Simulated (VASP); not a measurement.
An input for Quantum ESPRESSO's pw.x (written as the equivalent of a VASP run, and not itself run):

```
&CONTROL
  calculation = 'scf'
  pseudo_dir = './pseudo'
  outdir = './out'
  tprnfor = .true.
  tstress = .true.
/
&SYSTEM
  ibrav = 0
  nat = 2
  ntyp = 1
  ecutwfc = 80
  occupations = 'tetrahedra'
  input_dft = 'vdw-df-cx'
/
&ELECTRONS
  conv_thr = 7.3e-09
  electron_maxstep = 100
/
ATOMIC_SPECIES
  Sb 121.760 Sb.upf
CELL_PARAMETERS angstrom
     3.9159425   -2.1718438   -0.0239556
     3.9159425    2.1718438   -0.0239556
     2.7332480    0.0000000    3.5470323
ATOMIC_POSITIONS crystal
  Sb   0.2356047  0.2356047  0.2356047
  Sb   0.7643953  0.7643953  0.7643953
K_POINTS automatic
  8 8 8 0 0 0
```

### Question
Write the VASP files for the same calculation (vdW-DF-cx).

### Answer
This is not unique; one that fits is 
KPOINTS:
```
K-points
0
gamma
 8 8 8
0 0 0
```

INCAR:
```
SYSTEM = Sb
PREC = Accurate; ENCUT = 520; LREAL = .False.
LASPH = .True.
EDIFF = 1E-7; NELM = 100; ALGO = Normal
LMAXMIX = 4
ISMEAR = -5
GGA = CX; LUSE_VDW = .True.; AGGAC = 0.0
ISIF = 2
LWAVE = .False.; LCHARG = .True.; LORBIT = 11
NEDOS = 601
```

POSCAR:
```
Sb
1.0
  3.9159424573  -2.1718438084  -0.0239555960
  3.9159424573   2.1718438084  -0.0239555960
  2.7332480327   0.0000000000   3.5470323320
Sb
2
Direct
  0.2356047373   0.2356047373   0.2356047373
  0.7643952627   0.7643952627   0.7643952627
```

POTCAR, in this order: Sb (PBE.64 set). Program: vasp_std.

Limits of the translation: the potentials are each code's own (VASP's PAW set, PseudoDojo norm-conserving files in pw.x), so ENCUT and ecutwfc are chosen apart and not converted; conv_thr bounds pw.x's estimated SCF error, while EDIFF bounds the energy change between steps.

The compound is Sb in the a7 structure. It was relaxed first.
